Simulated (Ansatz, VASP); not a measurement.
# Ti3Al4Ni: VASP beside Ansatz

```
Ti Al Ni
1.0
     6.27637    0.00000    0.00000
     0.00000    6.27637    0.00000
     0.00000    0.00000    3.09174
Ti Al Ni
3 4 1
Direct
  0.50000 0.00000 0.50000
  0.50000 0.50000 0.50000
  0.00000 0.50000 0.50000
  0.22348 0.77652 0.00000
  0.22348 0.22348 0.00000
  0.77652 0.77652 0.00000
  0.77652 0.22348 0.00000
  0.00000 0.00000 0.50000
```

Alike in both runs: task single point; functional PBE; k mesh 4 × 4 × 6; occupations gaussian, width 0.1 eV; no spin polarisation.

|  | VASP | Ansatz |
| --- | --- | --- |
| version | VASP 6.6.1 | Ansatz 0.2.0 |
| potentials or method | VASP PAW PBE potentials, release 64 (Ti_sv, Al, Ni) | scalar-relativistic, plane waves, PAW |
| plane-wave cutoff (eV) | 520 | 420 |
| valence electrons in the cell | 58 | 66 |

Ansatz gave:

```
gap on the k mesh at the Fermi level (eV)       : none
pressure (GPa)                                  : 0.1
largest component of the traceless stress (GPa) : 0.40
rms of the force components (eV/Å)              : 0.012
```

Problem. What did VASP give for the same quantities?

Solution. gap on the k mesh at the Fermi level (eV): none; pressure (GPa): 0.0; largest component of the traceless stress (GPa): 0.42; rms of the force components (eV/Å): 0.014.

Atom by atom the forces differ by 0.002 eV/Å (rms over components). A gap of «none» marks a metal or a gap that the smearing closes. The two sets of potentials don't hold the same shells in valence.

Spin polarisation is off, so any magnetic state and its effect on volume and gap are missing.
